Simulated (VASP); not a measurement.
Energy against volume of InP (zinc blende). Computed with optB86b-vdW, VASP's PBE PAW potentials (set 64) (plane waves; VASP). Settings: 520 eV cut-off, 8×8×8 Γ-centred mesh, Gaussian smearing of 0.050 eV, potentials In_d P.

| V (Å³/atom) | E (eV/atom) |
|---|---|
| 25.161 | -1.99167 |
| 25.939 | -1.99680 |
| 26.717 | -1.99273 |
| 27.496 | -1.98090 |

### Question
Fit these four points and predict the energy of the run at 24.383 Å³/atom.

### Answer
A cubic in V^(−2/3), the third-order Birch-Murnaghan form, passes through the four points with V0 = 25.96 Å³/atom and B0 = 63 GPa, and gives -1.9756 eV/atom there. The run gave -1.9756 eV/atom, -0.0 meV/atom from the fit; all five points give B0 = 63 GPa.

The compound is InP in the zinc blende structure. It was relaxed first.
